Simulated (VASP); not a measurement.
Output of a VASP run:

### OSZICAR
```
       N       E                     dE             d eps       ncg     rms          rms(c)
DAV:   1     0.210732936888E+03    0.21073E+03   -0.15074E+04  1320   0.119E+03
DAV:   2    -0.471293963118E+00   -0.21120E+03   -0.20695E+03  1476   0.317E+02
DAV:   3    -0.116674059747E+02   -0.11196E+02   -0.11160E+02  1590   0.743E+01
DAV:   4    -0.117625218733E+02   -0.95116E-01   -0.95087E-01  1452   0.655E+00
DAV:   5    -0.117633433777E+02   -0.82150E-03   -0.82146E-03  1596   0.569E-01    0.811E+00
RMM:   6    -0.110229202721E+02    0.74042E+00   -0.16356E+00  1320   0.707E+00    0.671E+00
RMM:   7    -0.109931917927E+02    0.29728E-01   -0.71295E-01  1320   0.350E+00    0.209E+00
RMM:   8    -0.109887308724E+02    0.44609E-02   -0.38928E-02  1320   0.105E+00    0.925E-01
RMM:   9    -0.109897610029E+02   -0.10301E-02   -0.86329E-03  1320   0.626E-01    0.296E-01
RMM:  10    -0.109895734692E+02    0.18753E-03   -0.12943E-03  1336   0.255E-01    0.813E-02
RMM:  11    -0.109897081091E+02   -0.13464E-03   -0.45448E-04  1314   0.108E-01    0.414E-02
RMM:  12    -0.109897011367E+02    0.69724E-05   -0.50443E-05   964   0.359E-02
   1 F= -.10989701E+02 E0= -.10989701E+02  d E =-.109897E+02
```

OUTCAR:
```
------------------------ aborting loop because EDIFF is reached ----------------------------------------
  FORCE on cell =-STRESS in cart. coord.  units (eV):
  Direction    XX          YY          ZZ          XY          YZ          ZX
  --------------------------------------------------------------------------------------
  Total       -0.3252408     -0.3252407     -0.2062810      0.0000000      0.0000000      0.0000000
  in kB       -4.3539567     -4.3539561     -2.7614578      0.0000000      0.0000000      0.0000000
  external PRESSURE =      -3.8231235 kB  Pullay stress =       0.0000000 kB
  volume of cell :      119.68
      direct lattice vectors                 reciprocal lattice vectors
     4.394935712  0.000000000  0.000000000     0.227534614  0.131367179  0.000000000
    -2.197467856  3.806125723  0.000000000     0.000000000  0.262734358  0.000000000
     0.000000000  0.000000000  7.154772366     0.000000000  0.000000000  0.139766851
  FREE ENERGIE OF THE ION-ELECTRON SYSTEM (eV)
  ---------------------------------------------------
  free  energy   TOTEN  =       -10.9897011367 eV

  energy  without entropy=      -10.9897011367  energy(sigma->0) =      -10.98970114

 reached required accuracy - stopping structural energy minimisation
```
(Selected blocks of OUTCAR.)

POSCAR:
```
CdSe
1
    4.3949357121     0.0000000000     0.0000000000
   -2.1974678561     3.8061257228     0.0000000000
    0.0000000000     0.0000000000     7.1547723662
Cd Se
2 2
Direct
  0.3333330000   0.6666670000   0.0000000000
  0.6666670000   0.3333330000   0.5000000000
  0.3333330000   0.6666670000   0.3760000000
  0.6666670000   0.3333330000   0.8760000000
```

### Question
Write an INCAR and KPOINTS that could have produced this output.

### Answer
This is not unique; one that fits is the input of the run itself, PBE GGA, plane waves, VASP's PBE PAW potentials (set 64).

File KPOINTS:
```
Automatic mesh
0
Gamma
8 8 4
0 0 0
```

INCAR:
```
ENCUT = 400
SYSTEM = CdSe
SIGMA = 0.05   # width (eV)
LMAXMIX = 4
NELMIN = 4
EDIFF = 1E-5   # SCF stop (eV)
IBRION = 2   # conjugate gradients
LCHARG = .FALSE.
GGA = PE
PREC = Normal
NELM = 100   # most electronic steps
ISIF = 2   # forces and stress, cell fixed
EDIFFG = -0.03
ALGO = Fast
LREAL = .FALSE.
LWAVE = .FALSE.
LASPH = .TRUE.
NSW = 20   # most ionic steps
ISMEAR = 0
```

POTCAR, in this order: Cd Se (PBE.64 set). Program: vasp_std.

The compound is CdSe in the wurtzite structure. It was relaxed first, which changed the volume by +7 %.
